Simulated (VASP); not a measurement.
Output of a VASP run:

File OSZICAR:
```
...
RMM:   9    -0.224287506577E+03   -0.11855E-04   -0.56291E-05   514   0.849E-03    0.127E-02
RMM:  10    -0.224287508747E+03   -0.21698E-05   -0.20918E-05   432   0.411E-03
   4 F= -.22428751E+03 E0= -.22428751E+03  d E =-.339934E+00  mag=     1.0000
       N       E                     dE             d eps       ncg     rms          rms(c)
DAV:   1    -0.224286454437E+03    0.10521E-02   -0.58867E-01   856   0.109E+00    0.553E-01
RMM:   2    -0.224289011188E+03   -0.25568E-02   -0.30579E-02   757   0.258E-01    0.198E-01
RMM:   3    -0.224289695836E+03   -0.68465E-03   -0.64101E-03   846   0.996E-02    0.172E-01
RMM:   4    -0.224289760298E+03   -0.64462E-04   -0.83242E-04   830   0.377E-02    0.120E-01
RMM:   5    -0.224289774279E+03   -0.13980E-04   -0.26395E-04   780   0.223E-02    0.211E-02
RMM:   6    -0.224289780259E+03   -0.59804E-05   -0.65755E-05   597   0.111E-02
   5 F= -.22428978E+03 E0= -.22428978E+03  d E =-.342206E+00  mag=     1.0000
       N       E                     dE             d eps       ncg     rms          rms(c)
DAV:   1    -0.224312262975E+03   -0.22489E-01   -0.25085E+00   782   0.242E+00    0.915E-01
RMM:   2    -0.224324434744E+03   -0.12172E-01   -0.16661E-01   762   0.610E-01    0.315E-01
RMM:   3    -0.224327225075E+03   -0.27903E-02   -0.34007E-02   840   0.244E-01    0.325E-01
RMM:   4    -0.224327389345E+03   -0.16427E-03   -0.32323E-03   811   0.933E-02    0.259E-01
RMM:   5    -0.224327316477E+03    0.72868E-04   -0.11850E-03   780   0.528E-02    0.111E-01
RMM:   6    -0.224327366478E+03   -0.50001E-04   -0.46450E-04   819   0.310E-02    0.561E-02
RMM:   7    -0.224327338215E+03    0.28263E-04   -0.10232E-04   669   0.141E-02    0.365E-02
RMM:   8    -0.224327333527E+03    0.46882E-05   -0.16153E-04   635   0.107E-02    0.121E-02
RMM:   9    -0.224327334944E+03   -0.14173E-05   -0.10805E-05   435   0.502E-03
   6 F= -.22432733E+03 E0= -.22432733E+03  d E =-.375547E-01  mag=     1.0000
       N       E                     dE             d eps       ncg     rms          rms(c)
DAV:   1    -0.224329045600E+03   -0.17121E-02   -0.11122E+00   756   0.161E+00    0.620E-01
RMM:   2    -0.224334446522E+03   -0.54009E-02   -0.74240E-02   761   0.406E-01    0.215E-01
RMM:   3    -0.224335706551E+03   -0.12600E-02   -0.15283E-02   841   0.163E-01    0.218E-01
RMM:   4    -0.224335782135E+03   -0.75585E-04   -0.14729E-03   815   0.624E-02    0.174E-01
RMM:   5    -0.224335753678E+03    0.28458E-04   -0.53751E-04   781   0.353E-02    0.733E-02
RMM:   6    -0.224335777198E+03   -0.23520E-04   -0.20436E-04   807   0.206E-02    0.367E-02
RMM:   7    -0.224335765371E+03    0.11827E-04   -0.44406E-05   552   0.932E-03    0.242E-02
RMM:   8    -0.224335763923E+03    0.14482E-05   -0.68588E-05   573   0.691E-03
   7 F= -.22433576E+03 E0= -.22433575E+03  d E =-.459837E-01  mag=     1.0000
       N       E                     dE             d eps       ncg     rms          rms(c)
DAV:   1    -0.224337256882E+03   -0.14915E-02   -0.28643E-01   824   0.839E-01    0.301E-01
RMM:   2    -0.224338432428E+03   -0.11755E-02   -0.20593E-02   763   0.216E-01    0.114E-01
RMM:   3    -0.224338735012E+03   -0.30258E-03   -0.44228E-03   836   0.871E-02    0.116E-01
RMM:   4    -0.224338746915E+03   -0.11903E-04   -0.43206E-04   797   0.338E-02    0.904E-02
RMM:   5    -0.224338739157E+03    0.77579E-05   -0.21925E-04   759   0.211E-02    0.258E-02
RMM:   6    -0.224338741996E+03   -0.28385E-05   -0.49523E-05   551   0.108E-02
   8 F= -.22433874E+03 E0= -.22433873E+03  d E =-.297807E-02  mag=     1.0000
```

File OUTCAR:
```
------------------------ aborting loop because EDIFF is reached ----------------------------------------
  FORCE on cell =-STRESS in cart. coord.  units (eV):
  Direction    XX          YY          ZZ          XY          YZ          ZX
  --------------------------------------------------------------------------------------
  Total       13.9180600     13.8819556     13.9098406     -0.0001360      0.0002762     -0.0003097
  in kB        9.8737406      9.8481274      9.8679096     -0.0000965      0.0001959     -0.0002197
  external PRESSURE =       9.8632592 kB  Pullay stress =       0.0000000 kB
  volume of cell :     2258.43
      direct lattice vectors                 reciprocal lattice vectors
    13.120061114  0.000000000  0.000000000     0.076219157  0.000000000  0.000000000
     0.000000000 13.120061114  0.000000000     0.000000000  0.076219157  0.000000000
     0.000000000  0.000000000 13.120061114     0.000000000  0.000000000  0.076219157
  FREE ENERGIE OF THE ION-ELECTRON SYSTEM (eV)
  ---------------------------------------------------
  free  energy   TOTEN  =      -224.3387419958 eV

  energy  without entropy=     -224.3387263149  energy(sigma->0) =     -224.33873416

 total charge

# of ion       s       p       d       tot
------------------------------------------
    1        1.355   2.032   0.012   3.399
    2        1.372   2.014   0.015   3.402
    3        1.354   2.033   0.013   3.401
    4        1.355   2.032   0.012   3.399
    5        1.355   2.032   0.012   3.399
    6        1.362   2.031   0.016   3.410
    7        1.355   2.032   0.012   3.399
    8        1.355   2.032   0.012   3.399
    9        1.354   2.033   0.013   3.401
   10        1.354   2.033   0.013   3.401
   11        1.362   2.031   0.016   3.410
   12        1.354   2.033   0.013   3.401
   13        1.355   2.032   0.012   3.399
   14        1.372   2.014   0.015   3.402
   15        1.355   2.032   0.012   3.399
   16        1.355   2.032   0.012   3.399
   17        1.354   2.033   0.013   3.401
   18        1.354   2.033   0.013   3.401
   19        1.372   2.014   0.015   3.402
   20        1.354   2.033   0.013   3.401
   21        1.364   2.028   0.016   3.409
   22        1.355   2.032   0.012   3.399
   23        1.355   2.032   0.012   3.399
   24        1.354   2.033   0.013   3.401
   25        1.354   2.033   0.013   3.401
   26        1.354   2.033   0.013   3.401
   27        1.362   2.031   0.016   3.410
   28        1.355   2.032   0.012   3.399
   29        1.355   2.032   0.012   3.399
   30        1.354   2.033   0.013   3.401
   31        1.354   2.033   0.013   3.401
   32        1.806   0.911   0.117   2.834
   33        1.807   0.901   0.116   2.825
   34        1.806   0.911   0.117   2.834
   35        1.804   0.912   0.116   2.832
   36        1.807   0.901   0.116   2.825
   37        1.797   0.965   0.097   2.859
   38        1.807   0.901   0.116   2.825
   39        1.806   0.911   0.117   2.834
   40        1.797   0.964   0.097   2.859
   41        1.797   0.964   0.097   2.859
   42        1.806   0.911   0.117   2.834
   43        1.807   0.901   0.116   2.825
   44        1.804   0.912   0.116   2.832
   45        1.806   0.911   0.117   2.834
   46        1.807   0.901   0.116   2.825
   47        1.806   0.911   0.117   2.834
   48        1.797   0.965   0.097   2.859
...
```
(Selected blocks of OUTCAR.)

**POSCAR**
```
Pb32Te31
1
   13.1200611136    -0.0000000000    -0.0000000000
   -0.0000000000    13.1200611136     0.0000000000
    0.0000000000     0.0000000000    13.1200611136
Te Pb
31 32
Direct
  0.7500000000   0.2500000000   0.2500000000
  0.0000000000   0.5000000000   0.2500000000
  0.0000000000   0.2500000000   0.5000000000
  0.2500000000   0.2500000000   0.2500000000
  0.7500000000   0.7500000000   0.2500000000
  0.0000000000   0.0000000000   0.2500000000
  0.5000000000   0.2500000000   0.5000000000
  0.7500000000   0.5000000000   0.5000000000
  0.0000000000   0.7500000000   0.5000000000
  0.7500000000   0.2500000000   0.7500000000
  0.0000000000   0.5000000000   0.7500000000
  0.0000000000   0.2500000000   0.0000000000
  0.2500000000   0.7500000000   0.2500000000
  0.5000000000   0.0000000000   0.2500000000
  0.2500000000   0.5000000000   0.5000000000
  0.5000000000   0.7500000000   0.5000000000
  0.7500000000   0.0000000000   0.5000000000
  0.2500000000   0.2500000000   0.7500000000
  0.5000000000   0.5000000000   0.7500000000
  0.7500000000   0.7500000000   0.7500000000
  0.0000000000   0.0000000000   0.7500000000
  0.5000000000   0.2500000000   0.0000000000
  0.7500000000   0.5000000000   0.0000000000
  0.0000000000   0.7500000000   0.0000000000
  0.2500000000   0.0000000000   0.5000000000
  0.2500000000   0.7500000000   0.7500000000
  0.5000000000   0.0000000000   0.7500000000
  0.2500000000   0.5000000000   0.0000000000
  0.5000000000   0.7500000000   0.0000000000
  0.7500000000   0.0000000000   0.0000000000
  0.2500000000   0.0000000000   0.0000000000
  0.5000000000   0.0000000000   0.0000000000
  0.7500000000   0.2500000000   0.0000000000
  0.7500000000   0.0000000000   0.2500000000
  0.0000000000   0.0000000000   0.0000000000
  0.2500000000   0.2500000000   0.0000000000
  0.5000000000   0.5000000000   0.0000000000
  0.7500000000   0.7500000000   0.0000000000
  0.2500000000   0.0000000000   0.2500000000
  0.5000000000   0.2500000000   0.2500000000
  0.7500000000   0.5000000000   0.2500000000
  0.5000000000   0.0000000000   0.5000000000
  0.7500000000   0.2500000000   0.5000000000
  0.7500000000   0.0000000000   0.7500000000
  0.0000000000   0.5000000000   0.0000000000
  0.2500000000   0.7500000000   0.0000000000
  0.0000000000   0.2500000000   0.2500000000
  0.2500000000   0.5000000000   0.2500000000
  0.5000000000   0.7500000000   0.2500000000
  0.0000000000   0.0000000000   0.5000000000
  0.2500000000   0.2500000000   0.5000000000
  0.5000000000   0.5000000000   0.5000000000
  0.7500000000   0.7500000000   0.5000000000
  0.2500000000   0.0000000000   0.7500000000
  0.5000000000   0.2500000000   0.7500000000
  0.7500000000   0.5000000000   0.7500000000
  0.0000000000   0.7500000000   0.2500000000
  0.0000000000   0.5000000000   0.5000000000
  0.2500000000   0.7500000000   0.5000000000
  0.0000000000   0.2500000000   0.7500000000
  0.2500000000   0.5000000000   0.7500000000
  0.5000000000   0.7500000000   0.7500000000
  0.0000000000   0.7500000000   0.7500000000
```

**Question.** Reconstruct the remaining input files.

**Answer.** Several could match; the one computed here: the input of the run itself, PBE GGA, plane waves, VASP's PBE PAW potentials (set 64).

**INCAR**
```
! general
SYSTEM  = Pb32Te31
PREC    = Normal
ENCUT   = 400   ! plane-wave cut-off (eV)
LREAL   = Auto   ! projection in real space or not
LASPH   = T   ! aspherical one-centre terms
ISYM    = 0
NELECT  = 313.0

! electronic loop
EDIFF   = 1E-5
NELM    = 100   ! most electronic steps
NELMIN  = 4
ALGO    = Fast
LMAXMIX = 4

! smearing
ISMEAR  = 0   ! Gaussian
SIGMA   = 0.05

! functional
GGA     = PE   ! PBE

! spin
ISPIN   = 2   ! spin-polarised
MAGMOM  = 63*0.0159
NUPDOWN = 1

! ions
IBRION  = 2   ! conjugate gradients
NSW     = 60   ! most ionic steps
ISIF    = 2   ! forces and stress, cell fixed
EDIFFG  = -0.03

! output
LWAVE   = F
LCHARG  = F
LORBIT  = 10
```

**KPOINTS**
```
Automatic mesh
0
Gamma
1 1 1
0 0 0
```

POTCAR, in this order: Te Pb (PBE.64 set). Program: vasp_gam.

The cell is charged, with a uniform compensating background. The supercell is sampled at Γ alone, which is coarse: total energies, pressure and levels can be off, energies of defects by several tenths of an eV.

The cell is a supercell with a defect, built from PbTe (rock salt): vac_Te, charge +1.
